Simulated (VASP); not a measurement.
Output of a VASP run:

File OUTCAR:
```
 ion  position               nearest neighbor table
   1  0.000  0.000  0.000-   2 2.45   2 2.45   2 2.45   2 2.45   2 2.48   2 2.48   2 2.48   2 2.48
  LATTYP: Found a simple orthorhombic cell.
 ALAT       =     2.8159650000
 B/A-ratio  =     1.0100015448
 C/A-ratio  =     1.0255819941
 Subroutine PRICEL returns:
 Original cell was already a primitive cell.
 Subroutine GETGRP returns: Found  8 space group operations
The static configuration has the point symmetry C_2v.
 The point group associated with its full space group is D_2h.
The dynamic configuration has the point symmetry C_2v.
The overall configuration has the point symmetry C_2v.
 Subroutine INISYM returns: Found  8 space group operations
 Subroutine IBZKPT returns following result:
 Found     64 irreducible k-points:

 Following reciprocal coordinates:
            Coordinates               Weight
  0.000000  0.000000  0.000000      1.000000
  0.166667  0.000000  0.000000      2.000000
  0.333333  0.000000  0.000000      2.000000
  0.500000  0.000000  0.000000      1.000000
  0.000000  0.166667  0.000000      2.000000
  0.166667  0.166667  0.000000      4.000000
  0.333333  0.166667  0.000000      4.000000
  0.500000  0.166667  0.000000      2.000000
  0.000000  0.333333  0.000000      2.000000
  0.166667  0.333333  0.000000      4.000000
  0.333333  0.333333  0.000000      4.000000
  0.500000  0.333333  0.000000      2.000000
  0.000000  0.500000  0.000000      1.000000
  0.166667  0.500000  0.000000      2.000000
  0.333333  0.500000  0.000000      2.000000
  0.500000  0.500000  0.000000      1.000000
  0.000000  0.000000  0.166667      2.000000
  0.166667  0.000000  0.166667      4.000000
  0.333333  0.000000  0.166667      4.000000
  0.500000  0.000000  0.166667      2.000000
  0.000000  0.166667  0.166667      4.000000
  0.166667  0.166667  0.166667      8.000000
  0.333333  0.166667  0.166667      8.000000
  0.500000  0.166667  0.166667      4.000000
  0.000000  0.333333  0.166667      4.000000
  0.166667  0.333333  0.166667      8.000000
  0.333333  0.333333  0.166667      8.000000
  0.500000  0.333333  0.166667      4.000000
  0.000000  0.500000  0.166667      2.000000
  0.166667  0.500000  0.166667      4.000000
  0.333333  0.500000  0.166667      4.000000
  0.500000  0.500000  0.166667      2.000000
  0.000000  0.000000  0.333333      2.000000
  0.166667  0.000000  0.333333      4.000000
  0.333333  0.000000  0.333333      4.000000
  0.500000  0.000000  0.333333      2.000000
  0.000000  0.166667  0.333333      4.000000
  0.166667  0.166667  0.333333      8.000000
  0.333333  0.166667  0.333333      8.000000
  0.500000  0.166667  0.333333      4.000000
   k-points           NKPTS =     64   k-points in BZ     NKDIM =     64   number of bands    NBANDS=     16
   number of dos      NEDOS =    301   number of ions     NIONS =      2
   total plane-waves  NPLWV =   7200
   dimension x,y,z NGX =    18 NGY =   20 NGZ =   20
   dimension x,y,z NGXF=    36 NGYF=   40 NGZF=   40
   ions per type =               2
   PREC   = accura    normal or accurate (medium, high low for compatibility)
   ISTART =      0    job   : 0-new  1-cont  2-samecut
   ICHARG =      2    charge: 1-file 2-atom 10-const
   ISPIN  =      2    spin polarized calculation?
   LNONCOLLINEAR =      F non collinear calculations
   LSORBIT =      F    spin-orbit coupling
   INIWAV =      1    electr: 0-lowe 1-rand  2-diag
   ENCUT  =  400.0 eV  29.40 Ry    5.42 a.u.   4.59  4.64  4.71*2*pi/ulx,y,z
   NELM   =    100;   NELMIN=  2; NELMDL= -5     # of ELM steps
   EDIFF  = 0.1E-05   stopping-criterion for ELM
   LREAL  =      F    real-space projection
   NLSPLINE    = F    spline interpolate recip. space projectors
   LMAXMIX     =    4 max onsite mixed and CHGCAR
   VOSKOWN=      0    Vosko Wilk Nusair interpolation
   EDIFFG = 0.1E-04   stopping-criterion for IOM
...
```

### OSZICAR
```
       N       E                     dE             d eps       ncg     rms          rms(c)
DAV:   1     0.196622407884E+03    0.19662E+03   -0.12578E+04  4184   0.154E+03
DAV:   2    -0.151910099750E+02   -0.21181E+03   -0.21016E+03  4344   0.452E+02
DAV:   3    -0.219790248272E+02   -0.67880E+01   -0.67521E+01  5312   0.926E+01
DAV:   4    -0.220750859445E+02   -0.96061E-01   -0.96046E-01  4984   0.109E+01
DAV:   5    -0.220770524606E+02   -0.19665E-02   -0.19665E-02  5568   0.127E+00    0.189E+01
DAV:   6    -0.190396084310E+02    0.30374E+01   -0.18072E+01  4432   0.514E+01    0.489E+00
DAV:   7    -0.190596058963E+02   -0.19997E-01   -0.29231E-01  4488   0.724E+00    0.306E+00
DAV:   8    -0.190584601066E+02    0.11458E-02   -0.16707E-02  5640   0.172E+00    0.110E+00
DAV:   9    -0.190510738965E+02    0.73862E-02   -0.85969E-03  4720   0.117E+00    0.255E-01
DAV:  10    -0.190516938565E+02   -0.61996E-03   -0.16354E-03  4832   0.526E-01    0.720E-02
DAV:  11    -0.190517143647E+02   -0.20508E-04   -0.25749E-04  5984   0.118E-01    0.606E-02
DAV:  12    -0.190517311425E+02   -0.16778E-04   -0.34228E-04  4896   0.117E-01    0.281E-02
DAV:  13    -0.190517443037E+02   -0.13161E-04   -0.17109E-04  5232   0.902E-02    0.196E-02
DAV:  14    -0.190517540794E+02   -0.97757E-05   -0.47912E-05  4920   0.378E-02    0.153E-02
DAV:  15    -0.190517624409E+02   -0.83614E-05   -0.26635E-04  5120   0.995E-02    0.752E-03
DAV:  16    -0.190517649106E+02   -0.24697E-05   -0.93669E-05  5248   0.591E-02    0.282E-03
DAV:  17    -0.190517654881E+02   -0.57749E-06   -0.48377E-06  3424   0.153E-02
   1 F= -.19051765E+02 E0= -.19051874E+02  d E =0.326782E-03  mag=    -0.0000
```

File OUTCAR:
```
------------------------ aborting loop because EDIFF is reached ----------------------------------------
  FORCE on cell =-STRESS in cart. coord.  units (eV):
  Direction    XX          YY          ZZ          XY          YZ          ZX
  --------------------------------------------------------------------------------------
  Total        0.7954308      0.1385196     -0.5364536      0.0000000      0.0000000      0.0000000
  in kB       55.0983775      9.5950560    -37.1593920      0.0000000      0.0000000      0.0000000
  external PRESSURE =       9.1780138 kB  Pullay stress =       0.0000000 kB
  volume of cell :       23.13
      direct lattice vectors                 reciprocal lattice vectors
     2.815965000  0.000000000  0.000000000     0.355118050  0.000000000  0.000000000
     0.000000000  2.844129000  0.000000000     0.000000000  0.351601492  0.000000000
     0.000000000  0.000000000  2.888003000     0.000000000  0.000000000  0.346260028
 POSITION                                       TOTAL-FORCE (eV/Angst)
 -----------------------------------------------------------------------------------
      0.00000      0.00000      0.00000         0.126424      0.000000      0.000000
      1.43214      1.42206      1.44400        -0.126424      0.000000      0.000000
 -----------------------------------------------------------------------------------
    total drift:                                0.000022      0.000000      0.000014
  FREE ENERGIE OF THE ION-ELECTRON SYSTEM (eV)
  ---------------------------------------------------
  free  energy   TOTEN  =       -19.0517654881 eV

  energy  without entropy=      -19.0520922703  energy(sigma->0) =      -19.05187442

 total charge

# of ion       s       p       d       tot
------------------------------------------
    1        0.440   6.408   4.208  11.056
    2        0.440   6.408   4.208  11.056
--------------------------------------------------
tot          0.881  12.816   8.416  22.113

 magnetization (x)

# of ion       s       p       d       tot
------------------------------------------
    1        0.010   0.006   0.842   0.859
    2       -0.010  -0.006  -0.842  -0.859
--------------------------------------------------
tot          0.000   0.000   0.000   0.000
```
(Selected blocks of OUTCAR.)

**POSCAR**
```
Cr
1
    2.8159650000     0.0000000000     0.0000000000
    0.0000000000     2.8441290000     0.0000000000
    0.0000000000     0.0000000000     2.8880030000
Cr
2
Direct
  0.0000000000   0.0000000000   0.0000000000
  0.5085770000   0.5000000000   0.5000000000
```

Question: Write an INCAR and KPOINTS that could have produced this output.

Answer: One answer among several that fit: the input of the run itself, PBE GGA, plane waves, VASP's PBE PAW potentials (set 64).

### KPOINTS
```
Automatic mesh
0
Gamma
6 6 6
0 0 0
```

INCAR:
```
SYSTEM = Cr
PREC = Accurate
ENCUT = 400
EDIFF = 1E-6
NELM = 100
ALGO = Normal
LREAL = .FALSE.
LASPH = .TRUE.
ISMEAR = 1
SIGMA = 0.1
GGA = PE
LMAXMIX = 4
ISPIN = 2
MAGMOM = 1.5 -1.5
LORBIT = 10
LWAVE = .FALSE.
LCHARG = .FALSE.
ISIF = 2
```

POTCAR, in this order: Cr_pv (PBE.64 set). Program: vasp_std.

The compound is Cr in the bcc, AFM order structure. The cell was not relaxed at this level. The k-mesh is coarse (spacing up to 0.37 per Å, 2π included), so the numbers may not be converged in it. The run is one of a series of settings (KPOINTS 6×6×6 Γ-centred mesh against the base run), some of them coarse on purpose.
